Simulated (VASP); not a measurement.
These are LDA (Ceperley-Alder, Perdew-Zunger), VASP's LDA PAW potentials (set 64) (plane waves; VASP) values and carry that method's errors.

VASP ran on this input.

File KPOINTS:
```
K-points
0
gamma
  16 16 16
```

INCAR:
```
SYSTEM = W
PREC = Accurate
ENCUT = 500
EDIFF = 1E-6
NELM = 100
ALGO = Normal
LREAL = .FALSE.
LASPH = .TRUE.
ISMEAR = 1
SIGMA = 0.1
LMAXMIX = 6
LWAVE = .FALSE.
LCHARG = .FALSE.
IBRION = 2
ISIF = 3
NSW = 40
EDIFFG = -0.02
PSTRESS = 50
```

**POSCAR**
```
W
1
   -1.5702938780     1.5702938780     1.5702938780
    1.5702938780    -1.5702938780     1.5702938780
    1.5702938780     1.5702938780    -1.5702938780
W
1
Direct
  0.0000000000   0.0000000000   0.0000000000
```

POTCAR, in this order: W_sv (LDA.64 set). Program: vasp_std.

Unless said otherwise, spin-orbit coupling is left out, though it shifts the bands of the heavy elements here.

Question: Estimate the energy per atom (σ→0), volume per atom, band gap (on the k-mesh).

Answer: 
The energy per atom (σ→0) is -14.106 eV/atom, the band gap (on the k-mesh) is none (metal, semimetal or under 0.01 eV) and the volume per atom is 15.28 Å³/atom.

File OSZICAR:
```
...
DAV:   1    -0.145342314698E+02   -0.51223E+00   -0.10401E+01  3310   0.531E+01    0.861E+00
DAV:   2    -0.141664294920E+02    0.36780E+00   -0.57803E-01  3262   0.102E+01    0.210E+00
DAV:   3    -0.141057936380E+02    0.60636E-01   -0.16607E-01  3352   0.549E+00    0.138E+00
DAV:   4    -0.141061567175E+02   -0.36308E-03   -0.47114E-03  3309   0.918E-01    0.369E-02
DAV:   5    -0.141061500137E+02    0.67038E-05   -0.76461E-05  3436   0.110E-01    0.113E-02
DAV:   6    -0.141061488689E+02    0.11448E-05   -0.87897E-07  2217   0.131E-02    0.264E-03
DAV:   7    -0.141061488677E+02    0.11980E-08   -0.87762E-08  1740   0.446E-03
   3 F= -.13629399E+02 E0= -.13629187E+02  d E =-.345922E-02
```

The compound is W in the bcc structure. This run relaxes it under an external pressure of 5 GPa. Symmetry was kept, so distortions that lower it aren't found.
